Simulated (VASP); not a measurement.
The input files of a VASP run:

KPOINTS:
```
K-points
0
gamma
 10 10 10
0 0 0
```

**INCAR**
```
SIGMA  =  0.1
EDIFF  =  1E-7   # SCF stop (eV)
LMAXMIX  =  6   # l cut-off of mixed one-centre charges
ISIF  =  2
SYSTEM  =  HgS
LASPH  =  .True.
ISMEAR  =  1
LREAL  =  .False.   # projection in real space or not
ALGO  =  Normal   # blocked Davidson
LWAVE  =  .False.
NELM  =  100
GGA  =  PE
ENCUT  =  480
PREC  =  Accurate
LCHARG  =  .False.
```

POSCAR:
```
HgS
1
    0.0000000000     2.9997769828     2.9997769828
    2.9997769828    -0.0000000000     2.9997769828
    2.9997769828     2.9997769828     0.0000000000
Hg S
1 1
Direct
  1.0000000000   0.0000000000   1.0000000000
  0.2500000000   0.2500000000   0.2500000000
```

POTCAR, in this order: Hg S (PBE.64 set). Program: vasp_std.

**Question.** Write an equivalent input for Quantum ESPRESSO's pw.x.

**Answer.** One equivalent input (not run):
```
&CONTROL
  calculation = 'scf'
  pseudo_dir = './pseudo'
  outdir = './out'
  tprnfor = .true.
  tstress = .true.
/
&SYSTEM
  ibrav = 0
  nat = 2
  ntyp = 2
  ecutwfc = 66
  occupations = 'smearing'
  smearing = 'methfessel-paxton'
  degauss = 0.00735
  input_dft = 'pbe'
/
&ELECTRONS
  conv_thr = 7.3e-09
  electron_maxstep = 100
/
ATOMIC_SPECIES
  Hg 200.592 Hg.upf
  S 32.060 S.upf
CELL_PARAMETERS angstrom
     0.0000000    2.9997770    2.9997770
     2.9997770   -0.0000000    2.9997770
     2.9997770    2.9997770    0.0000000
ATOMIC_POSITIONS crystal
  Hg   1.0000000  0.0000000  1.0000000
  S    0.2500000  0.2500000  0.2500000
K_POINTS automatic
  10 10 10 0 0 0
```
What does not carry over: the potentials are each code's own (VASP's PAW set, PseudoDojo norm-conserving files in pw.x), so ENCUT and ecutwfc are chosen apart and not converted; conv_thr bounds pw.x's estimated SCF error, while EDIFF bounds the energy change between steps.

The compound is HgS in the zinc blende structure, metacinnabar; cinnabar is the stable form. It was relaxed first, which changed the volume by +8 %.
